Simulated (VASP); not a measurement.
Data:

```xyz
1
Lattice="-1.6347 1.6347 1.6347 1.6347 -1.6347 1.6347 1.6347 1.6347 -1.6347" Properties=species:S:1:pos:R:3 pbc="T T T"
Nb     0.0000     0.0000     0.0000
```

These are PBEsol GGA, VASP's PBE PAW potentials (set 64) (plane waves; VASP) values and carry that method's errors. Run with 480 eV cut-off, 14×14×14 Γ-centred mesh, first-order Methfessel-Paxton smearing of 0.10 eV, potentials Nb_sv.

Q: Predict the energy per atom (σ→0), band gap (on the k-mesh) with the smallest direct gap where there is one.

A: 
| Property | Result |
|---|---|
| band gap (on the k-mesh) | none (metal, semimetal or under 0.01 eV) |
| energy per atom (σ→0) | -10.947 eV/atom |

The absolute energy has meaning only against runs of the same code, potentials and settings.

The compound is Nb in the bcc structure. It was relaxed first. The start is the result of an earlier pass.
